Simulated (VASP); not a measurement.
Computed with HSE06 screened hybrid, VASP's PBE PAW potentials (set 64) (plane waves; VASP).

VASP ran on this input.

POSCAR:
```
OSi62
21.8741490
  0.5000000091   0.0000000000   0.0000000000
  0.0000000000   0.5000000091   0.0000000000
  0.0000000000   0.0000000000   0.5000000091
Si O
62 1
Cartesian
  0.2496418243   0.4986878539   0.4986941502
  0.3146994199   0.0606938345   0.0606362300
  0.3757807757   0.1241683048   0.4978361593
  0.4392723127   0.1852070218   0.0606557443
  0.3758267755   0.4979197301   0.1240505502
  0.4392654780   0.0607053929   0.1851615780
  0.0001124183   0.4997995795   0.4997504104
  0.0643014392   0.0617582227   0.0617258650
  0.1268656944   0.1247713613   0.4999921577
  0.1895981633   0.1882115278   0.0647072747
  0.2498031025   0.2500845750   0.0001028634
  0.3117269540   0.3102668293   0.0646950114
  0.3751458565   0.3730114688   0.4999835609
  0.4381464632   0.4355881973   0.0617149498
  0.1268611375   0.4999760485   0.1247187586
  0.1895432038   0.0646466321   0.1881957286
  0.2525452264   0.1220039062   0.1220431608
  0.3778563759   0.2472089125   0.1221124737
  0.4352412675   0.3103179765   0.1881948221
  0.2498175212   0.0000938029   0.2500671957
  0.3117222714   0.0647000561   0.3102493466
  0.3778183598   0.1221376020   0.2471786188
  0.4352082122   0.1882328742   0.3102731184
  0.3751746111   0.0000202965   0.3730083342
  0.4381170736   0.0617783261   0.4355919679
  0.0011967940   0.2503037272   0.4986932986
  0.0643593350   0.3110005525   0.0645891017
  0.1244266601   0.3754555576   0.0017301579
  0.1889146504   0.4355579543   0.0645385852
  0.0020932426   0.1241526055   0.1241040154
  0.0625911117   0.1875920171   0.1875762038
  0.1290209864   0.2500584681   0.1302367649
  0.1921309578   0.3079906950   0.1991502668
  0.2499486310   0.3710045972   0.1301642098
  0.3123967471   0.4374195464   0.1875268409
  0.0011418900   0.4987199848   0.2502615186
  0.0642578061   0.0645347957   0.3110192935
  0.1288789805   0.1301003813   0.2500414755
  0.1919766146   0.1989032190   0.3079429732
  0.3007394071   0.3079746616   0.3077813264
  0.3697471087   0.3710255521   0.2500157930
  0.4353648318   0.4355595757   0.3110174867
  0.1243795521   0.0017422847   0.3754829299
  0.1888692029   0.0645244687   0.4355994921
  0.2498842418   0.1300941917   0.3709906486
  0.3123148890   0.1875992881   0.4373183916
  0.3696528589   0.2500949663   0.3709037038
  0.4353211937   0.3110143561   0.4355436294
  0.4999011373   0.3730445683   0.1247298682
  0.0637210424   0.4361691011   0.1872017599
  0.4998332645   0.2501176904   0.2500805799
  0.0609788669   0.3135588246   0.3135336851
  0.1252905020   0.3746837287   0.2521341454
  0.1863279752   0.4390279588   0.3135386907
  0.4998612419   0.1247822752   0.3730107880
  0.0637540499   0.1872352228   0.4361365662
  0.1253265360   0.2521441624   0.3745876886
  0.1863691480   0.3135605035   0.4389417741
  0.2477084284   0.3746862179   0.3746129728
  0.3127110122   0.4361751551   0.4361355793
  0.4981691450   0.3754528322   0.3754589528
  0.0621933208   0.4376658402   0.4376965439
  0.2344684854   0.2658354371   0.2654530743
```

### INCAR
```
! general
SYSTEM    =  OSi62
PREC      =  Normal
ENCUT     =  400   ! plane-wave cut-off (eV)
LREAL     =  Auto
LASPH     =  .True.   ! aspherical one-centre terms
ISYM      =  0
NELECT    =  253.0

! electronic loop
EDIFF     =  1E-5   ! SCF stop (eV)
NELM      =  50   ! most electronic steps
NELMIN    =  4
ALGO      =  Normal

! smearing
ISMEAR    =  0   ! Gaussian
SIGMA     =  0.05   ! width (eV)

! functional
GGA       =  PE
LHFCALC   =  .True.
AEXX      =  0.25
HFSCREEN  =  0.2   ! 1/Angstrom
PRECFOCK  =  Fast

! spin
ISPIN     =  2   ! spin-polarised
MAGMOM    =  63*0.0159
NUPDOWN   =  1

! ions
ISIF      =  0

! output
LWAVE     =  .False.
LCHARG    =  .False.
LORBIT    =  10
```

KPOINTS:
```
Automatic mesh
0
Gamma
1 1 1
0 0 0
```

POTCAR, in this order: Si O (PBE.64 set). Program: vasp_gam. Read from the step before: WAVECAR.

The run wrote:

File OSZICAR:
```
       N       E                     dE             d eps       ncg     rms          rms(c)
DAV:   1    -0.395468714279E+03   -0.39547E+03   -0.12726E+01   640   0.806E+00    0.187E+01
DAV:   2    -0.395602191484E+03   -0.13348E+00   -0.55254E-01   680   0.149E+00    0.123E+01
DAV:   3    -0.395582984903E+03    0.19207E-01   -0.40578E-02   744   0.457E-01    0.738E+00
DAV:   4    -0.395577685587E+03    0.52993E-02   -0.30621E-02   688   0.319E-01    0.426E+00
DAV:   5    -0.395575384762E+03    0.23008E-02   -0.19391E-03   728   0.101E-01    0.247E+00
DAV:   6    -0.395574320482E+03    0.10643E-02   -0.17700E-03   712   0.990E-02    0.139E+00
DAV:   7    -0.395574154754E+03    0.16573E-03   -0.83287E-04   688   0.510E-02    0.792E-01
DAV:   8    -0.395574037199E+03    0.11755E-03   -0.62364E-05   656   0.268E-02    0.457E-01
DAV:   9    -0.395574022797E+03    0.14402E-04   -0.16944E-04   616   0.219E-02    0.251E-01
DAV:  10    -0.395574016848E+03    0.59490E-05   -0.79508E-06   408   0.849E-03
   1 F= -.39557402E+03 E0= -.39557402E+03  d E =-.123058E-14  mag=     1.0000
```

File OUTCAR:
```
------------------------ aborting loop because EDIFF is reached ----------------------------------------
  volume of cell :     1308.29
      direct lattice vectors                 reciprocal lattice vectors
    10.937074700  0.000000000  0.000000000     0.091432127  0.000000000  0.000000000
     0.000000000 10.937074700  0.000000000     0.000000000  0.091432127  0.000000000
     0.000000000  0.000000000 10.937074700     0.000000000  0.000000000  0.091432127
 POSITION                                       TOTAL-FORCE (eV/Angst)
 -----------------------------------------------------------------------------------
      5.46070     10.90837     10.90851         0.063864      0.009442      0.008610
      6.88378      1.32763      1.32637         0.039740      0.006810      0.005694
      8.21988      2.71608     10.88974         0.011782     -0.012615     -0.014175
      9.60871      4.05125      1.32679        -0.007044     -0.037278      0.005313
      8.22089     10.89157      2.71350         0.011758     -0.014826     -0.009879
      9.60856      1.32788      4.05025        -0.009002      0.007879     -0.039271
      0.00246     10.93269     10.93161         0.021728     -0.025553     -0.021773
      1.40654      1.35091      1.35020        -0.020005      0.007803      0.011105
      2.77508      2.72927     10.93690        -0.018022     -0.026522     -0.002671
      4.14730      4.11697      1.41542         0.018763      0.085268     -0.007003
      5.46423      5.47039      0.00225         0.004208     -0.001638     -0.011909
      6.81876      6.78682      1.41515        -0.082504     -0.017760     -0.001363
      8.20600      8.15931     10.93671         0.025586      0.018379     -0.002577
      9.58408      9.52812      1.34996        -0.006771      0.026361      0.008027
      2.77498     10.93655      2.72812        -0.019979     -0.002542     -0.026930
      4.14610      1.41409      4.11662         0.023830     -0.003276      0.088436
      5.52421      2.66873      2.66959        -0.054387     -0.063253     -0.066312
      8.26529      5.40748      2.67111         0.066242      0.056811     -0.067164
      9.52053      6.78794      4.11660         0.000704     -0.015985      0.086389
      5.46455      0.00205      5.47001         0.002792     -0.005690     -0.006496
      6.81866      1.41526      6.78644        -0.082486     -0.004455     -0.017111
      8.26446      2.67166      5.40682         0.068119     -0.066566      0.056460
      9.51981      4.11743      6.78696        -0.000250      0.089730     -0.016010
      8.20663      0.00044      8.15924         0.024062     -0.004899      0.015816
      9.58344      1.35135      9.52820        -0.002848      0.008446      0.020681
      0.02618      5.47518     10.90849        -0.008333     -0.070886      0.008484
      1.40781      6.80287      1.41283         0.008707      0.069331      0.002411
      2.72173      8.21277      0.03785         0.014425     -0.014267     -0.036155
      4.13235      9.52746      1.41173        -0.065944     -0.011205      0.004343
      0.04579      2.71573      2.71467         0.014552     -0.015332     -0.011944
      1.36913      4.10342      4.10307         0.025206      0.015804      0.016060
      2.82222      5.46982      2.84882        -0.016347     -0.119125     -0.027724
      4.20270      6.73703      4.35624         0.021408     -0.022031      0.205351
      5.46741      8.11541      2.84723         0.118445      0.015474     -0.030459
      6.83341      9.56818      4.10199        -0.016056     -0.026376      0.017869
      0.02498     10.90908      5.47426        -0.004178      0.005481     -0.069823
      1.40558      1.41164      6.80328         0.010843      0.004790      0.068241
      2.81912      2.84584      5.46944        -0.016125     -0.026451     -0.118971
      4.19933      4.35084      6.73599         0.017101      0.199474     -0.018612
      6.57842      6.73668      6.73245        -0.211076     -0.016554     -0.016618
      8.08790      8.11587      5.46888         0.029953      0.008206     -0.126627
      9.52324      9.52750      6.80324        -0.006190     -0.003357      0.066718
      2.72070      0.03811      8.21337         0.014179     -0.035872     -0.015749
      4.13135      1.41142      9.52837        -0.062684      0.003573     -0.010922
      5.46601      2.84570      8.11510         0.120958     -0.030493      0.017459
      6.83162      4.10357      9.56597        -0.020708      0.018154     -0.026886
      8.08584      5.47061      8.11320         0.033250     -0.129244      0.010731
      9.52228      6.80317      9.52715        -0.003682      0.067314     -0.009110
     10.93491      8.16003      2.72836         0.004238      0.015180     -0.023057
      1.39384      9.54083      4.09488        -0.021643      0.021679      0.037465
     10.93343      5.47111      5.47030         0.006901     -0.005554     -0.004479
      1.33386      6.85883      6.85828        -0.013271      0.008927      0.007074
      2.74062      8.19589      5.51522         0.005684     -0.010716     -0.003890
      4.07577      9.60336      6.85839        -0.007856      0.015087      0.010000
     10.93404      2.72951      8.15929         0.006234     -0.026024      0.020023
      1.39457      4.09561      9.54012        -0.023150      0.036399      0.017421
      2.74141      5.51544      8.19379         0.005587     -0.009203     -0.009794
      4.07667      6.85887      9.60148        -0.006648      0.006050      0.019796
      5.41841      8.19594      8.19434         0.012992     -0.011962     -0.013531
      6.84029      9.54096      9.54009        -0.037074      0.020108      0.019633
     10.89703      8.21271      8.21285         0.037848     -0.016827     -0.014944
      1.36043      9.57357      9.57424        -0.015989      0.015680      0.012129
      5.12880      5.81492      5.80656        -0.031437      0.040699      0.032201
 -----------------------------------------------------------------------------------
    total drift:                               -0.007125     -0.022141     -0.015098
  FREE ENERGIE OF THE ION-ELECTRON SYSTEM (eV)
  ---------------------------------------------------
  free  energy   TOTEN  =      -395.5740168482 eV

  energy  without entropy=     -395.5740168482  energy(sigma->0) =     -395.57401685

  exchange ACFDT corr.  =         0.00000000  see jH, gK, PRB 81, 115126

 total charge

# of ion       s       p       d       tot
------------------------------------------
    1        0.761   0.926   0.000   1.687
    2        0.750   0.959   0.000   1.709
    3        0.747   0.962   0.000   1.709
    4        0.750   0.959   0.000   1.709
    5        0.747   0.962   0.000   1.709
    6        0.750   0.959   0.000   1.709
    7        0.749   0.956   0.000   1.705
    8        0.747   0.960   0.000   1.707
    9        0.754   0.938   0.000   1.692
   10        0.753   0.943   0.000   1.695
   11        0.749   0.961   0.000   1.710
   12        0.753   0.942   0.000   1.695
   13        0.754   0.938   0.000   1.692
   14        0.747   0.960   0.000   1.707
   15        0.754   0.938   0.000   1.692
   16        0.753   0.943   0.000   1.695
   17        0.791   0.856   0.000   1.647
   18        0.791   0.855   0.000   1.646
   19        0.753   0.942   0.000   1.695
   20        0.749   0.961   0.000   1.710
   21        0.753   0.942   0.000   1.695
   22        0.791   0.855   0.000   1.646
   23        0.753   0.942   0.000   1.695
   24        0.754   0.938   0.000   1.692
   25        0.747   0.960   0.000   1.707
...
```
(Selected blocks of OUTCAR.)

File OUTCAR:
```
 val. band max:        5.2581792976   @ k =   0.0000   0.0000   0.0000

 cond. band min:       5.8484199454   @ k =   0.0000   0.0000   0.0000


 Fermi energy:         5.5410253564

 spin component 1

 k-point     1 :       0.0000    0.0000    0.0000
  band No.  band energies     occupation
      1     -17.4060      1.00000
      2      -7.9687      1.00000
      3      -6.9020      1.00000
      4      -6.9014      1.00000
      5      -6.8565      1.00000
      6      -6.8562      1.00000
      7      -6.8127      1.00000
      8      -6.6187      1.00000
      9      -6.0108      1.00000
     10      -6.0067      1.00000
     11      -5.8593      1.00000
     12      -5.8419      1.00000
     13      -5.8408      1.00000
     14      -5.8190      1.00000
     15      -5.8189      1.00000
     16      -5.8020      1.00000
     17      -5.8010      1.00000
     18      -5.7694      1.00000
     19      -5.6014      1.00000
     20      -5.5856      1.00000
     21      -5.5663      1.00000
     22      -5.5647      1.00000
     23      -5.2918      1.00000
     24      -4.3845      1.00000
     25      -4.1192      1.00000
     26      -4.1011      1.00000
     27      -3.4953      1.00000
     28      -3.4897      1.00000
     29      -3.4890      1.00000
     30      -3.4773      1.00000
     31      -3.4767      1.00000
     32      -3.3962      1.00000
     33      -3.3907      1.00000
     34      -3.3704      1.00000
     35      -3.3700      1.00000
     36      -3.3182      1.00000
     37      -3.3181      1.00000
     38      -3.2928      1.00000
     39      -3.2919      1.00000
     40      -3.2732      1.00000
     41      -2.7388      1.00000
     42      -2.6436      1.00000
     43      -2.6421      1.00000
     44      -2.5752      1.00000
     45      -2.0088      1.00000
     46      -1.8949      1.00000
     47      -1.8867      1.00000
     48      -1.2984      1.00000
     49      -1.1360      1.00000
...
```

The cell is charged, with a uniform compensating background. The supercell is sampled at Γ alone, which is coarse: total energies, pressure and levels can be off, energies of defects by several tenths of an eV.

The cell is a supercell with a defect, built from Si (diamond): O_Si-vac_Si, charge +1. The cell's shape comes from a PBE relaxation.
